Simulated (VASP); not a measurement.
Computed with LDA (Ceperley-Alder, Perdew-Zunger) with spin-orbit coupling, VASP's LDA PAW potentials (set 64) (plane waves; VASP).

VASP ran on this input.

### POSCAR
```
Tl
1
   -1.9282910000     1.9282910000     1.9282910000
    1.9282910000    -1.9282910000     1.9282910000
    1.9282910000     1.9282910000    -1.9282910000
Tl
1
Direct
  0.0000000000   0.0000000000   0.0000000000
```

INCAR:
```
# general
SYSTEM         =  Tl
PREC           =  Accurate
ENCUT          =  300   # plane-wave cut-off (eV)
LREAL          =  .False.
LASPH          =  .True.   # aspherical one-centre terms

# electronic loop
EDIFF          =  1E-6
NELM           =  100   # most electronic steps
ALGO           =  Normal   # blocked Davidson
LMAXMIX        =  4

# smearing
ISMEAR         =  -1   # Fermi-Dirac
SIGMA          =  0.1   # width (eV)

# functional
GGA_COMPAT     =  .False.

# spin
MAGMOM         =  3*0.0
LSORBIT        =  .True.
LNONCOLLINEAR  =  .True.

# ions
ISIF           =  2   # forces and stress, cell fixed

# output
LWAVE          =  .False.
LCHARG         =  .False.
LORBIT         =  11
```

KPOINTS:
```
Automatic mesh
0
Gamma
10 10 10
0 0 0
```

POTCAR, in this order: Tl_d (LDA.64 set). Program: vasp_ncl.

The resulting files:

**OSZICAR**
```
       N       E                     dE             d eps       ncg     rms          rms(c)
DAV:   1     0.421668565811E+02    0.42167E+02   -0.51904E+03  2096   0.773E+02
DAV:   2    -0.254371790520E+01   -0.44711E+02   -0.43912E+02  2056   0.203E+02
DAV:   3    -0.327585834466E+01   -0.73214E+00   -0.72934E+00  2220   0.237E+01
DAV:   4    -0.327995611718E+01   -0.40978E-02   -0.40975E-02  2068   0.197E+00
DAV:   5    -0.328000808587E+01   -0.51969E-04   -0.51968E-04  2176   0.217E-01    0.313E+00
DAV:   6    -0.325485928685E+01    0.25149E-01   -0.41015E-02  2040   0.220E+00    0.206E+00
DAV:   7    -0.325028942722E+01    0.45699E-02   -0.73586E-03  2096   0.919E-01    0.130E+00
DAV:   8    -0.324953677581E+01    0.75265E-03   -0.10348E-03  2076   0.332E-01    0.366E-01
DAV:   9    -0.324935469314E+01    0.18208E-03   -0.41481E-04  2004   0.230E-01    0.130E-02
DAV:  10    -0.324935510370E+01   -0.41056E-06   -0.25254E-06  2092   0.181E-02
   1 F= -.32493551E+01 E0= -.32447400E+01  d E =-.923021E-02  mag=    -0.0000    -0.0000    -0.0000
```

OUTCAR:
```
------------------------ aborting loop because EDIFF is reached ----------------------------------------
  FORCE on cell =-STRESS in cart. coord.  units (eV):
  Direction    XX          YY          ZZ          XY          YZ          ZX
  --------------------------------------------------------------------------------------
  Total       -0.5059585     -0.5059585     -0.5059585      0.0000000      0.0000000     -0.0000000
  in kB      -28.2649177    -28.2649177    -28.2649177      0.0000000      0.0000000     -0.0000000
  external PRESSURE =     -28.2649177 kB  Pullay stress =       0.0000000 kB
  volume of cell :       28.68
      direct lattice vectors                 reciprocal lattice vectors
    -1.928291000  1.928291000  1.928291000     0.000000000  0.259296963  0.259296963
     1.928291000 -1.928291000  1.928291000     0.259296963  0.000000000  0.259296963
     1.928291000  1.928291000 -1.928291000     0.259296963  0.259296963  0.000000000
 POSITION                                       TOTAL-FORCE (eV/Angst)
 -----------------------------------------------------------------------------------
      0.00000      0.00000      0.00000        -0.000000     -0.000000     -0.000000
 -----------------------------------------------------------------------------------
    total drift:                               -0.000000     -0.000000     -0.000000
  FREE ENERGIE OF THE ION-ELECTRON SYSTEM (eV)
  ---------------------------------------------------
  free  energy   TOTEN  =        -3.2493551037 eV

  energy  without entropy=       -3.2401248945  energy(sigma->0) =       -3.24474000

 total charge

# of ion       s       p       d       tot
------------------------------------------
    1        1.181   0.407   9.621  11.208

 magnetization (x)

# of ion       s       p       d       tot
------------------------------------------
    1        0.000  -0.000   0.000   0.000

 magnetization (y)

# of ion       s       p       d       tot
------------------------------------------
    1       -0.000   0.000  -0.000  -0.000

 magnetization (z)

# of ion       s       p       d       tot
------------------------------------------
    1        0.000  -0.000   0.000   0.000

 Ion:    1  E_soc:     -0.6393260
```
(Selected blocks of OUTCAR.)

At this cut-off the stress carries a Pulay error, which pulls relaxed volumes low.

The structure was generated: Tl was put into an ordered model structure, which need not be its known phase. The cell was not relaxed at this level. The run is one of a series of settings (GGA_COMPAT = .FALSE., LNONCOLLINEAR = .TRUE., LSORBIT = .TRUE., MAGMOM = 0.0 0.0 0.0, program vasp_ncl against the base run), some of them coarse on purpose.
